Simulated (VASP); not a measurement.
**MgO: band structure with PBE**

**Measured values to compare with.**

From “Electronic structure of alkaline earth and post-transition metal oxides”, 2009, arxiv:0908.1581, for a bulk crystal of MgO: band gap 7.83 eV.

The system is MgO.

```
CELL_PARAMETERS angstrom
0.00000 2.12248 2.12248
2.12248 0.00000 2.12248
2.12248 2.12248 0.00000
ATOMIC_POSITIONS crystal
Mg 0.00000 0.00000 0.00000
O 0.50000 0.50000 0.50000
```

| Item | Value |
| --- | --- |
| Program | VASP 6.6.1 |
| Task | band structure |
| Functional | PBE |
| Potentials or basis | VASP PAW PBE potentials, release 64 (Mg, O) |
| Cutoff | 520 eV |
| k mesh | 12 × 12 × 12 |
| Occupations | gaussian, width 0.03 eV |
| Spin | no spin polarisation |
| Further INCAR settings | ALGO = Fast; EDIFF = 1e-07; NBANDS = 11 |

```yaml
Pressure: 0.2 GPa
Band_gap_on_the_k_mesh: 4.50 eV, direct
Band_gap_along_the_path: 4.50 eV, direct
```

Levels at the corners of the path, in eV from the valence-band top:
| point | band 1 | band 2 | band 3 | band 4 | band 5 | band 6 | band 7 | band 8 | band 9 |
| --- | --- | --- | --- | --- | --- | --- | --- | --- | --- |
| Γ | -17.15 | 0.00 | 0.00 | 0.00 | 4.50 | 15.67 | 15.67 | 15.67 | 19.52 |
| X | -15.67 | -3.99 | -1.32 | -1.32 | 9.09 | 9.72 | 12.85 | 18.62 | 18.62 |
| X | -15.67 | -3.99 | -1.32 | -1.32 | 9.09 | 9.72 | 12.85 | 18.62 | 18.62 |
| W | -15.62 | -2.88 | -2.88 | -1.73 | 11.49 | 11.49 | 11.88 | 15.20 | 21.63 |
| W | -15.62 | -2.88 | -2.88 | -1.73 | 11.49 | 11.49 | 11.88 | 15.20 | 21.63 |
| K | -15.65 | -3.41 | -2.65 | -1.11 | 9.97 | 11.51 | 12.32 | 17.80 | 17.97 |
| K | -15.65 | -3.41 | -2.65 | -1.11 | 9.97 | 11.51 | 12.32 | 17.80 | 17.97 |
| Γ | -17.15 | 0.00 | 0.00 | 0.00 | 4.50 | 15.67 | 15.67 | 15.67 | 19.52 |
| Γ | -17.15 | 0.00 | 0.00 | 0.00 | 4.50 | 15.67 | 15.67 | 15.67 | 19.52 |
| L | -15.92 | -4.52 | -0.63 | -0.63 | 7.75 | 12.34 | 16.07 | 16.07 | 20.54 |
| L | -15.92 | -4.52 | -0.63 | -0.63 | 7.75 | 12.34 | 16.07 | 16.07 | 20.54 |
| U | -15.65 | -3.41 | -2.65 | -1.11 | 9.97 | 11.51 | 12.32 | 17.80 | 17.97 |
| U | -15.65 | -3.41 | -2.65 | -1.11 | 9.97 | 11.51 | 12.32 | 17.80 | 17.97 |
| W | -15.62 | -2.88 | -2.88 | -1.73 | 11.49 | 11.49 | 11.88 | 15.20 | 21.63 |
| W | -15.62 | -2.88 | -2.88 | -1.73 | 11.49 | 11.49 | 11.88 | 15.20 | 21.63 |
| L | -15.92 | -4.52 | -0.63 | -0.63 | 7.75 | 12.34 | 16.07 | 16.07 | 20.54 |
| L | -15.92 | -4.52 | -0.63 | -0.63 | 7.75 | 12.34 | 16.07 | 16.07 | 20.54 |
| K | -15.65 | -3.41 | -2.65 | -1.11 | 9.97 | 11.51 | 12.32 | 17.80 | 17.97 |
| U | -15.65 | -3.41 | -2.65 | -1.11 | 9.97 | 11.51 | 12.32 | 17.80 | 17.97 |
| X | -15.67 | -3.99 | -1.32 | -1.32 | 9.09 | 9.72 | 12.85 | 18.62 | 18.62 |

Core levels (eV, on the scale of the bands):
```csv
atom,levels
1 Mg,"1s -1249.0, 2s -69.4, 2p -36.2"
2 O,1s -500.2
```

It took 9.2 s on 1 thread of Intel(R) Xeon(R) 6975P-C (Granite Rapids), on a shared host, peak memory 0.15 GiB.

A measured gap of MgO is 7.83 eV (quoted in “Electronic structure of alkaline earth and post-transition metal oxides”, 2009, arxiv:0908.1581); the calculated 4.50 eV misses it by -3.33 eV. The value is that of PBE, without temperature or zero-point motion. Semilocal functionals fall short of measured gaps as a rule.
